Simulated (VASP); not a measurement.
An input for Ansatz (written as the equivalent of a VASP run, and not itself run):

Ansatz 0.2 input:
```yaml
crystal:
  lattice:
    - [1.3843628, -2.3977864, 0.0000000]
    - [1.3843628, 2.3977864, 0.0000000]
    - [0.0000000, 0.0000000, 4.3600460]
  atoms:
    - { symbol: Os, position: [0.3333330, 0.6666670, 0.2500000] }
    - { symbol: Os, position: [0.6666670, 0.3333330, 0.7500000] }
kpoints:
  mp_grid: { grid: [14, 14, 8] }
hamiltonian:
  xc: r2scan
  pseudopotentials: { kind: paw }
scf:
  occupations: { method: methfessel_paxton, width: 0.1 }
  max_iter: 100
relax:
  max_steps: 30
  f_tol: 0.01
output: { forces: true, stress: true, eigenvalues: true }
```

Problem. Translate this input to VASP (INCAR, KPOINTS, POSCAR, choice of POTCAR).

Solution. Several could match; the one computed here: 
**POSCAR**
```
Os
1.0
  1.3843628148  -2.3977863711   0.0000000000
  1.3843628148   2.3977863711   0.0000000000
  0.0000000000   0.0000000000   4.3600460008
Os
2
Cartesian
  1.3843628148   0.7992637222   1.0900115002
  1.3843628148  -0.7992637222   3.2700345006
```

File KPOINTS:
```
Automatic mesh
0
Gamma
14 14 8
0 0 0
```

### INCAR
```
SYSTEM = Os
PREC = Accurate
ENCUT = 480
EDIFF = 1E-7
NELM = 100
ALGO = Normal
LREAL = .FALSE.
LASPH = .TRUE.
ISMEAR = 1
SIGMA = 0.1
METAGGA = R2SCAN
LMIXTAU = .TRUE.
LMAXMIX = 6
LWAVE = .FALSE.
LCHARG = .FALSE.
ISIF = 2
IBRION = 2
NSW = 30
EDIFFG = -0.01
```

POTCAR, in this order: Os (PBE.64 set). Program: vasp_std.

What does not carry over: each code has its own PAW files, so the cut-off isn't converted (ENCUT is set for VASP's; basis.ecutwfc is left out, and Ansatz then takes the one that its files recommend); Ansatz stops its SCF on the density residual and VASP on the energy change (EDIFF).

The compound is Os in the hcp structure. This cell was strained or had an atom moved on purpose.
